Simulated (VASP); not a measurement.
Calculation: LDA (Ceperley-Alder, Perdew-Zunger), VASP's LDA PAW potentials (set 64) (plane waves; VASP 6.6.1).

The input files of a VASP run:

INCAR:
```
SYSTEM = Na2S
PREC = Accurate
ENCUT = 300
EDIFF = 1E-6
NELM = 100
ALGO = Normal
LREAL = .FALSE.
LASPH = .TRUE.
ISMEAR = -1
SIGMA = 0.02
LWAVE = .FALSE.
LCHARG = .FALSE.
ISIF = 2
```

KPOINTS:
```
Automatic mesh
0
Gamma
9 9 9
0 0 0
```

**POSCAR**
```
Na2S
6.40920
  0.0000000000   0.5000000000   0.5000000000
  0.5000000000   0.0000000000   0.5000000000
  0.5000000000   0.5000000000   0.0000000000
Na S
2 1
Cartesian
  0.2500000000   0.2500000000   0.2500000000
  0.7500000000   0.7500000000   0.7500000000
  0.0000000000   0.0000000000   0.0000000000
```

POTCAR, in this order: Na_pv S (LDA.64 set). Program: vasp_std.

**Question.** What does the run give for the energy per atom (σ→0), band gap (on the k-mesh)?

**Answer.** 
| Property | Value |
|---|---|
| energy per atom (σ→0) | -3.637 eV/atom |
| band gap (on the k-mesh) | 2.45 eV |

### OSZICAR
```
...
DAV:   7    -0.109197102840E+02    0.67698E-01   -0.18179E-01  1100   0.223E+00    0.181E+00
DAV:   8    -0.109101170352E+02    0.95932E-02   -0.12919E-02  1094   0.114E+00    0.472E-01
DAV:   9    -0.109100143083E+02    0.10273E-03   -0.69697E-04  1244   0.226E-01    0.281E-01
DAV:  10    -0.109103117538E+02   -0.29745E-03   -0.46550E-04  1004   0.201E-01    0.113E-01
DAV:  11    -0.109103009582E+02    0.10796E-04   -0.31760E-05  1196   0.764E-02    0.287E-02
DAV:  12    -0.109103025320E+02   -0.15738E-05   -0.37814E-06  1040   0.298E-02    0.973E-03
DAV:  13    -0.109103024282E+02    0.10380E-06   -0.36037E-07   688   0.546E-03
   1 F= -.10910302E+02 E0= -.10910302E+02  d E =-.364032E-12
```

The structure is a typed Na2S crystal. The cell was not relaxed at this level, and its volume differs by -5.9 % from the start's.
